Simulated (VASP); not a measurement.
```
CELL_PARAMETERS angstrom
      0.00000     2.22025     2.22025
      2.22025     0.00000     2.22025
      2.22025     2.22025     0.00000
ATOMIC_POSITIONS crystal
  Al 0.00000 0.00000 0.00000
  N  0.25000 0.25000 0.25000
```

Level of theory: vdW-DF2, VASP's PBE PAW potentials (set 64) (plane waves; VASP). Settings: 520 eV cut-off, 10×10×10 Γ-centred mesh, Gaussian smearing of 0.050 eV, potentials Al N.

Question: Predict the energy per atom (σ→0), band gap (on the k-mesh) with the smallest direct gap where there is one.

Answer: 
```json
{
 "band gap (on the k-mesh)": "3.80 eV",
 "smallest direct gap (on the k-mesh)": "4.09 eV",
 "energy per atom (σ→0)": "-563.5 kJ/mol of atoms"
}
```

Total energies compare only between runs with the same potentials, cut-off and functional.

The compound is AlN in the zinc blende structure, a metastable form; wurtzite is the usual one. It was relaxed first.
